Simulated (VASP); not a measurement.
# GW-BSE spectrum of Si3N4

What does the electron-hole attraction do to the spectrum of Si3N4? The cell has space group P6_3/m. The start is a cell from a database of measured crystal structures.

Method: r2SCAN; plane waves and PAW (Si_GW, N_GW), in the first sound run; inputs show where later runs differ, in VASP 6.6.1.

**1. Starting point**

Symmetry: P6_3/m, No. 176, hexagonal system. Conventional cell: a = 7.604 Å, b = 7.604 Å, c = 2.906 Å, α = 90.00°, β = 90.00°, γ = 120.00°. Nearest to Si lie 4 N at 1.73 to 1.74 Å. Nearest to N lie 3 Si at 1.74 Å. Nearest to N lie 3 Si at 1.73 Å. Farther neighbours and most contacts between anions are not listed.

**2. Ground state**

The orbitals come from a self-consistent r2SCAN run with a tight EDIFF and a narrow smearing. KPOINTS_OPT adds the bands along a path, which shows whether the mesh holds the band edges.

Input file INCAR:

```
SYSTEM = Si3N4
PREC = Accurate
ENCUT = 450
EDIFF = 1E-08
NELM = 100
ISMEAR = 0
SIGMA = 0.01
LREAL = .FALSE.
ALGO = Normal
METAGGA = R2SCAN
LASPH = .TRUE.
NBANDS = 46
LORBIT = 11
LWAVE = .TRUE.
LCHARG = .FALSE.
KPAR = 4
```

Input file POSCAR:

```
Si3N4
1.0
    7.6044000000      0.0000000000      0.0000000000
   -3.8022000000      6.5856035805      0.0000000000
    0.0000000000      0.0000000000      2.9063000000
Si N
6 8
Direct
    0.7684770000      0.1745570000      0.2500000000
    0.5939200000      0.7684770000      0.7500000000
    0.8254430000      0.5939200000      0.2500000000
    0.2315230000      0.8254430000      0.7500000000
    0.4060800000      0.2315230000      0.2500000000
    0.1745570000      0.4060800000      0.7500000000
    0.0305000000      0.3302400000      0.2500000000
    0.7002600000      0.0305000000      0.7500000000
    0.6697600000      0.7002600000      0.2500000000
    0.9695000000      0.6697600000      0.7500000000
    0.2997400000      0.9695000000      0.2500000000
    0.3302400000      0.2997400000      0.7500000000
    0.6666666667      0.3333333333      0.2500000000
    0.3333333333      0.6666666667      0.7500000000
```

Input file KPOINTS:

```
Automatic mesh
0
Gamma
3 3 6
0 0 0
```

Input file KPOINTS_OPT:

```
Line mode
8
Line-mode
Reciprocal
  0.00000000   0.00000000   0.00000000 GAMMA
  0.50000000   0.00000000   0.00000000 M

  0.50000000   0.00000000   0.00000000 M
  0.33333333   0.33333333   0.00000000 K

  0.33333333   0.33333333   0.00000000 K
  0.00000000   0.00000000   0.00000000 GAMMA

  0.00000000   0.00000000   0.00000000 GAMMA
  0.00000000   0.00000000   0.50000000 A

  0.00000000   0.00000000   0.50000000 A
  0.50000000   0.00000000   0.50000000 L

  0.50000000   0.00000000   0.50000000 L
  0.33333333   0.33333333   0.50000000 H

  0.33333333   0.33333333   0.50000000 H
  0.00000000   0.00000000   0.50000000 A

  0.50000000   0.00000000   0.50000000 L
  0.50000000   0.00000000   0.00000000 M

  0.33333333   0.33333333   0.00000000 K
  0.33333333   0.33333333   0.50000000 H
```

PAW data sets: Si_GW and N_GW (PBE family, release 64).

The run is started by

```sh
> mpirun -np 8 vasp_std
```

What it wrote:

```text
[banner, memory and clock lines left out]
running    8 mpi-ranks, on    1 nodes
 distrk:  each k-point on    2 cores,    4 groups
 distr:  one band on    1 cores,    2 groups

 POSCAR found type information on POSCAR SiN
 POSCAR found :  2 types and      14 ions
|                                                                             |
|           W    W    AA    RRRRR   N    N  II  N    N   GGGG   !!!           |
|           W    W   A  A   R    R  NN   N  II  NN   N  G    G  !!!           |
|           W    W  A    A  R    R  N N  N  II  N N  N  G       !!!           |
|           W WW W  AAAAAA  RRRRR   N  N N  II  N  N N  G  GGG   !            |
|           WW  WW  A    A  R   R   N   NN  II  N   NN  G    G                |
|           W    W  A    A  R    R  N    N  II  N    N   GGGG   !!!           |
|                                                                             |
|     For optimal performance we recommend to set                             |
|       NCORE = 2 up to number-of-cores-per-socket                            |
|     NCORE specifies how many cores store one orbital (NPAR=cpu/NCORE).      |
|     This setting can greatly improve the performance of VASP for DFT.       |
|     The default, NCORE=1 might be grossly inefficient on modern             |
|     multi-core architectures or massively parallel machines. Do your        |
|     Unfortunately you need to use the default for GW and RPA                |
|     calculations (for HF NCORE is supported but not extensively tested      |
|     yet).                                                                   |
|                                                                             |

|                                                                             |
|               ----> ADVICE to this user running VASP <----                  |
|                                                                             |
|     You enforced a specific xc type in the INCAR file but a different       |
|     [... a line on the potential file left out ...]
|     I HOPE YOU KNOW WHAT YOU ARE DOING!                                     |
|                                                                             |

 LDA part: xc-table for (None), standard interpolation
 POSCAR, INCAR and KPOINTS ok, starting setup
 FFT: planning ... GRIDC
 FFT: planning ... GRID_SOFT
 FFT: planning ... GRID
 WAVECAR not read
 entering main loop
       N       E                     dE             d eps       ncg     rms          rms(c)
DAV:   1     0.348344951777E+03    0.34834E+03   -0.29763E+04  1328   0.122E+03
DAV:   2    -0.142239603271E+03   -0.49058E+03   -0.45281E+03  1888   0.385E+02
DAV:   3    -0.176314495150E+03   -0.34075E+02   -0.33505E+02  1448   0.943E+01
DAV:   4    -0.179098361244E+03   -0.27839E+01   -0.27761E+01  2024   0.367E+01
DAV:   5    -0.179116886071E+03   -0.18525E-01   -0.18501E-01  1490   0.245E+00    0.223E+01
DAV:   6    -0.143261876901E+03    0.35855E+02   -0.38559E+01  1448   0.301E+01    0.694E+00
DAV:   7    -0.143950276895E+03   -0.68840E+00   -0.84180E+00  1952   0.157E+01    0.414E+00
DAV:   8    -0.144118065530E+03   -0.16779E+00   -0.63958E-01  1506   0.577E+00    0.124E+00
DAV:   9    -0.144079686021E+03    0.38380E-01   -0.15648E-01  1632   0.268E+00    0.201E-01
DAV:  10    -0.144081997269E+03   -0.23112E-02   -0.25687E-02  1756   0.829E-01    0.174E-01
DAV:  11    -0.144081719713E+03    0.27756E-03   -0.22989E-03  1560   0.340E-01    0.305E-02
DAV:  12    -0.144081737177E+03   -0.17464E-04   -0.15549E-04  1678   0.921E-02    0.275E-02
DAV:  13    -0.144081731636E+03    0.55411E-05   -0.12191E-04  1672   0.635E-02    0.627E-03
DAV:  14    -0.144081732022E+03   -0.38550E-06   -0.41650E-06  1498   0.129E-02    0.425E-03
DAV:  15    -0.144081732542E+03   -0.52023E-06   -0.14120E-06  1834   0.760E-03    0.137E-03
DAV:  16    -0.144081732402E+03    0.13928E-06   -0.15803E-07  1656   0.338E-03    0.461E-04
DAV:  17    -0.144081732293E+03    0.10965E-06   -0.45789E-08  1284   0.119E-03    0.212E-04
DAV:  18    -0.144081732267E+03    0.25555E-07   -0.36826E-09   976   0.586E-04    0.964E-05
DAV:  19    -0.144081732244E+03    0.23060E-07   -0.36649E-09   824   0.543E-04    0.580E-05
DAV:  20    -0.144081732237E+03    0.73433E-08   -0.17625E-09   804   0.444E-04
   1 F= -.14408173E+03 E0= -.14408173E+03  d E =-.945814E-24
 Start KPOINTS_OPT (optional k-point list driver)
k-point batch [1-12\72]
       N       E                     dE             ncg
DAV:   1     0.528795937010E+04    0.91144E+03     1312
DAV:   2    -0.398816196251E+03   -0.56868E+04     1848
DAV:   3    -0.825473700263E+03   -0.42666E+03     1472
DAV:   4    -0.864695629196E+03   -0.39222E+02     1992
DAV:   5    -0.865090608788E+03   -0.39498E+00     1514
DAV:   6    -0.865129950426E+03   -0.39342E-01     2096
DAV:   7    -0.865130167900E+03   -0.21747E-03     1446
DAV:   8    -0.865130179357E+03   -0.11457E-04     2044
DAV:   9    -0.865130179724E+03   -0.36643E-06     1268
DAV:  10    -0.865130179745E+03   -0.21451E-07     1162
DAV:  11    -0.865130179746E+03   -0.87653E-09      978
[...]
k-point batch [61-72\72]
       N       E                     dE             ncg
DAV:   1     0.469490697904E+04   -0.10190E+05     1360
DAV:   2    -0.637645439705E+03   -0.53326E+04     1896
DAV:   3    -0.100282930460E+04   -0.36518E+03     1472
DAV:   4    -0.103148304530E+04   -0.28654E+02     1920
DAV:   5    -0.103206759710E+04   -0.58455E+00     1502
DAV:   6    -0.103211466119E+04   -0.47064E-01     2032
DAV:   7    -0.103211495291E+04   -0.29172E-03     1478
DAV:   8    -0.103211496846E+04   -0.15542E-04     1976
DAV:   9    -0.103211496883E+04   -0.37166E-06     1332
DAV:  10    -0.103211496885E+04   -0.23844E-07     1122
DAV:  11    -0.103211496885E+04   -0.11876E-08      986
 writing wavefunctions
```

Wall time 2 min (8 MPI ranks of AMD EPYC 9R45, shared host); peak memory 1.8 GiB.

Lines that name or quote the potential files are left out of all logs, and their timing lines are given in words.

Parts of OUTCAR (step 2):

```text
ion  position               nearest neighbor table
   1  0.768  0.175  0.250-  13 1.73   8 1.74   8 1.74   7 1.74   3 3.00   5 3.00   2 3.05   2 3.05
                             6 3.05   6 3.05
   2  0.594  0.768  0.750-  14 1.73   9 1.74   9 1.74   8 1.74   6 3.00   4 3.00   1 3.05   1 3.05
                             3 3.05   3 3.05
   3  0.825  0.594  0.250-  13 1.73  10 1.74  10 1.74   9 1.74   1 3.00   5 3.00   4 3.05   4 3.05
                             2 3.05   2 3.05
   4  0.232  0.825  0.750-  14 1.73  11 1.74  11 1.74  10 1.74   6 3.00   2 3.00   5 3.05   5 3.05
                             3 3.05   3 3.05
   5  0.406  0.232  0.250-  13 1.73  12 1.74  12 1.74  11 1.74   3 3.00   1 3.00   4 3.05   4 3.05
                             6 3.05   6 3.05
   6  0.175  0.406  0.750-  14 1.73   7 1.74   7 1.74  12 1.74   4 3.00   2 3.00   1 3.05   1 3.05
                             5 3.05   5 3.05
   7  0.031  0.330  0.250-   6 1.74   6 1.74   1 1.74
   8  0.700  0.031  0.750-   1 1.74   1 1.74   2 1.74
   9  0.670  0.700  0.250-   2 1.74   2 1.74   3 1.74
  10  0.969  0.670  0.750-   3 1.74   3 1.74   4 1.74
  11  0.300  0.969  0.250-   4 1.74   4 1.74   5 1.74
  12  0.330  0.300  0.750-   5 1.74   5 1.74   6 1.74
  13  0.667  0.333  0.250-   1 1.73   3 1.73   5 1.73
  14  0.333  0.667  0.750-   4 1.73   6 1.73   2 1.73

  LATTYP: Found a hexagonal cell.
 ALAT       =     7.6044000000
 C/A-ratio  =     0.3821866288

 Subroutine GETGRP returns: Found 12 space group operations
 (whereof  6 operations were pure point group operations)

The static configuration has the point symmetry S_6 .
 The point group associated with its full space group is C_6h.

 Found     12 irreducible k-points:

   k-points           NKPTS =     12   k-points in BZ     NKDIM =     12   number of bands    NBANDS=     46

   dimension x,y,z NGX =    54 NGY =   54 NGZ =   20
   dimension x,y,z NGXF=   108 NGYF=  108 NGZF=   40

   ENCUT  =  450.0 eV  33.07 Ry    5.75 a.u.  13.15 13.15  5.03*2*pi/ulx,y,z

   NELECT =      64.0000    total number of electrons

 k-points in reciprocal lattice and weights: Automatic mesh
   0.00000000  0.00000000  0.00000000       0.019
   0.33333333 -0.00000000  0.00000000       0.111
   0.33333333  0.33333333  0.00000000       0.037
   0.00000000  0.00000000  0.16666667       0.037
   0.33333333 -0.00000000  0.16666667       0.222
   0.33333333  0.33333333  0.16666667       0.074
   0.00000000  0.00000000  0.33333333       0.037
   0.33333333 -0.00000000  0.33333333       0.222
   0.33333333  0.33333333  0.33333333       0.074
   0.00000000  0.00000000  0.50000000       0.019
   0.33333333 -0.00000000  0.50000000       0.111
   0.33333333  0.33333333  0.50000000       0.037

 average (electrostatic) potential at core
       1 -68.3249       2 -68.3249       3 -68.3249       4 -68.3249       5 -68.3249
       6 -68.3249       7 -63.0994       8 -63.0994       9 -63.0994      10 -63.0994
      11 -63.0994      12 -63.0994      13 -62.7156      14 -62.7156

 E-fermi :   6.2769

 k-point     1 :       0.0000    0.0000    0.0000
  band No.  band energies     occupation
    ...
     28       4.8961      2.00000
     29       4.8961      2.00000
     30       5.7347      2.00000
     31       5.7926      2.00000
     32       6.0007      2.00000
     33      11.1810      0.00000
     34      11.4617      0.00000
     35      11.7635      0.00000
     36      11.7635      0.00000
     37      12.1045      0.00000
    ...

 k-point     2 :       0.3333   -0.0000    0.0000
  band No.  band energies     occupation
    ...
     28       4.5247      2.00000
     29       4.8354      2.00000
     30       5.5166      2.00000
     31       5.8225      2.00000
     32       5.9690      2.00000
     33      11.4218      0.00000
     34      11.5403      0.00000
     35      11.7961      0.00000
     36      11.9627      0.00000
     37      12.4206      0.00000
    ...

 k-point     3 :       0.3333    0.3333    0.0000
  band No.  band energies     occupation
    ...
     28       4.5959      2.00000
     29       5.0279      2.00000
     30       5.0279      2.00000
     31       5.9099      2.00000
     32       5.9099      2.00000
     33      11.5397      0.00000
     34      11.7229      0.00000
     35      11.7229      0.00000
     36      12.4594      0.00000
     37      12.4594      0.00000
    ...

  Total       -2.2027636     -2.2027636     -2.3126728      0.0000102      0.0000000      0.0000000
  in kB      -24.2480873    -24.2480873    -25.4579715      0.0001120      0.0000000      0.0000000
  external PRESSURE =     -24.6513820 kB  Pullay stress =       0.0000000 kB

  energy-cutoff  :      450.00
  volume of cell :      145.55
      direct lattice vectors                 reciprocal lattice vectors
     7.604400000  0.000000000  0.000000000     0.131502814  0.075923185  0.000000000
    -3.802200000  6.585603580  0.000000000     0.000000000  0.151846370  0.000000000
     0.000000000  0.000000000  2.906300000     0.000000000  0.000000000  0.344080102

 POSITION                                       TOTAL-FORCE (eV/Angst)
 -----------------------------------------------------------------------------------
      5.18011      1.14956      0.72657         0.005602      0.044865      0.000000
      1.59450      5.06088      2.17972        -0.036053      0.027285     -0.000000
      4.01880      3.91132      0.72657        -0.041656     -0.017581     -0.000000
     -1.37791      5.43604      2.17972        -0.005602     -0.044865     -0.000000
      2.20770      1.52472      0.72657         0.036053     -0.027285      0.000000
     -0.21660      2.67428      2.17972         0.041656      0.017581      0.000000
     -1.02370      2.17483      0.72657         0.007687     -0.019738     -0.000000
      5.20909      0.20086      2.17972         0.020938     -0.003212     -0.000000
      2.43059      4.61163      0.72657         0.013250      0.016527      0.000000
      4.82590      4.41077      2.17972        -0.007687      0.019738     -0.000000
     -1.40689      6.38474      0.72657        -0.020938      0.003212      0.000000
      1.37161      1.97397      2.17972        -0.013250     -0.016527     -0.000000
      3.80220      2.19520      0.72657        -0.000000     -0.000000     -0.000000
     -0.00000      4.39040      2.17972        -0.000000     -0.000000      0.000000
 -----------------------------------------------------------------------------------
    total drift:                                0.000000      0.000000      0.000000

  FREE ENERGIE OF THE ION-ELECTRON SYSTEM (eV)
  ---------------------------------------------------
  free  energy   TOTEN  =      -144.0817322369 eV

  energy  without entropy=     -144.0817322369  energy(sigma->0) =     -144.08173224

 total charge
# of ion       s       p       d       tot
------------------------------------------
    1        0.635   0.940   0.367   1.941
    2        0.635   0.940   0.367   1.941
    3        0.635   0.940   0.367   1.941
    4        0.635   0.940   0.367   1.941
    5        0.635   0.940   0.367   1.941
    6        0.635   0.940   0.367   1.941
    7        1.193   2.679   0.000   3.872
    8        1.193   2.679   0.000   3.872
    9        1.193   2.679   0.000   3.872
   10        1.193   2.679   0.000   3.872
   11        1.193   2.679   0.000   3.872
   12        1.193   2.679   0.000   3.872
   13        1.196   2.691   0.000   3.887
   14        1.196   2.691   0.000   3.887
--------------------------------------------------
tot         13.362  27.095   2.200  42.656

[... 3 further parts left out ...]
```

The PAW data sets were made with PBE, which is usual practice but a small mismatch for other functionals.

This step gave:

- free energy (TOTEN): -144.0817 eV
- Fermi energy: 6.277 eV
- pressure: -2.465 GPa
- least gap on mesh and path: 4.973 eV
- least direct gap on mesh and path: 5.180 eV

The highest empty bands on the path are converged less tightly, to about 0.1 eV. Electronic bands along the path, in eV, zero at the valence-band top; v1 is the highest filled band, c1 the lowest empty one:

| point | v4 | v3 | v2 | v1 | c1 | c2 | c3 | c4 |
| --- | --- | --- | --- | --- | --- | --- | --- | --- |
| Γ | -1.31 | -0.47 | -0.42 | -0.21 | 4.97 | 5.25 | 5.56 | 5.56 |
| 0.43 of the way | -1.35 | -0.55 | -0.43 | -0.22 | 5.08 | 5.43 | 5.54 | 5.58 |
| M | -1.37 | -0.81 | -0.34 | -0.27 | 5.25 | 5.37 | 5.54 | 5.95 |
| 0.43 of the way | -1.39 | -0.89 | -0.33 | -0.27 | 5.30 | 5.39 | 5.54 | 6.02 |
| K | -1.18 | -1.18 | -0.30 | -0.30 | 5.33 | 5.51 | 5.51 | 6.25 |
| 0.57 of the way | -1.40 | -0.59 | -0.42 | -0.22 | 5.12 | 5.47 | 5.50 | 5.63 |
| Γ | -1.31 | -0.47 | -0.42 | -0.21 | 4.97 | 5.25 | 5.56 | 5.56 |
| 0.57 of the way | -1.76 | -1.41 | -1.41 | -0.17 | 6.08 | 6.08 | 7.15 | 7.15 |
| A | -1.68 | -1.68 | -1.38 | -1.38 | 5.34 | 5.34 | 5.34 | 5.34 |
| 0.43 of the way | -1.65 | -1.65 | -1.23 | -1.23 | 5.37 | 5.37 | 5.67 | 5.67 |
| L | -1.56 | -1.56 | -1.09 | -1.09 | 5.43 | 5.43 | 6.50 | 6.50 |
| 0.43 of the way | -1.52 | -1.52 | -1.11 | -1.11 | 5.52 | 5.52 | 6.53 | 6.53 |
| H | -1.46 | -1.46 | -1.15 | -1.15 | 5.68 | 5.68 | 6.47 | 6.47 |
| 0.43 of the way | -1.59 | -1.59 | -1.16 | -1.16 | 5.45 | 5.45 | 6.02 | 6.02 |
| A | -1.68 | -1.68 | -1.38 | -1.38 | 5.34 | 5.34 | 5.34 | 5.34 |
| jump to L | -1.56 | -1.56 | -1.09 | -1.09 | 5.43 | 5.43 | 6.50 | 6.50 |
| 0.43 of the way | -1.63 | -1.40 | -0.99 | -0.68 | 5.77 | 6.05 | 6.67 | 6.70 |
| M | -1.37 | -0.81 | -0.34 | -0.27 | 5.25 | 5.37 | 5.54 | 5.95 |
| jump to K | -1.18 | -1.18 | -0.30 | -0.30 | 5.33 | 5.51 | 5.51 | 6.25 |
| 0.43 of the way | -1.54 | -1.36 | -0.85 | -0.85 | 5.97 | 6.55 | 6.55 | 6.98 |
| H | -1.46 | -1.46 | -1.15 | -1.15 | 5.68 | 5.68 | 6.47 | 6.47 |

Of the projections kept (Si, N), the largest for each band there; the rest of the weight can lie on other orbitals:

| point | v4 | v3 | v2 | v1 | c1 | c2 | c3 | c4 |
| --- | --- | --- | --- | --- | --- | --- | --- | --- |
| Γ | N 0.87 | N 0.89 | N 0.93 | N 0.91 | Si 0.89 | N 0.74 | Si 0.74 | Si 0.73 |
| M | N 0.88 | N 0.91 | N 0.90 | N 0.91 | Si 0.75 | Si 0.78 | Si 0.84 | Si 0.64 |
| K | N 0.90 | N 0.90 | N 0.90 | N 0.90 | Si 0.72 | Si 0.79 | Si 0.79 | Si 0.73 |
| Γ | N 0.87 | N 0.89 | N 0.93 | N 0.91 | Si 0.89 | N 0.74 | Si 0.74 | Si 0.73 |
| A | N 0.89 | N 0.89 | N 0.91 | N 0.91 | Si 0.76 | Si 0.76 | Si 0.76 | Si 0.76 |
| L | N 0.89 | N 0.89 | N 0.91 | N 0.91 | Si 0.74 | Si 0.74 | Si 0.69 | Si 0.69 |

The cell has a gap of 4.97 eV on mesh and path and a pressure of -2.5 GPa, which holds the misfit of the given cell and coordinates with this functional, and any error of cutoff, mesh and data sets.

[end of part 1 of 3]

[Lines on the potential files, build, host, timing and source positions are cut from VASP's logs without a mark.]

[Logs are printed without paths, hosts, clocks, repeated set-up lines and the standing remarks that a program may print on its own settings, such as how far it seeks lower states.]

[Hosts, paths, dates, database ids (printed as entryN), source tags and the programs' standing remarks are cut or masked in the printed files.]

[Pressures printed for these runs are not shown converged in the cutoff: they can be off by several GPa and have the wrong sign.]
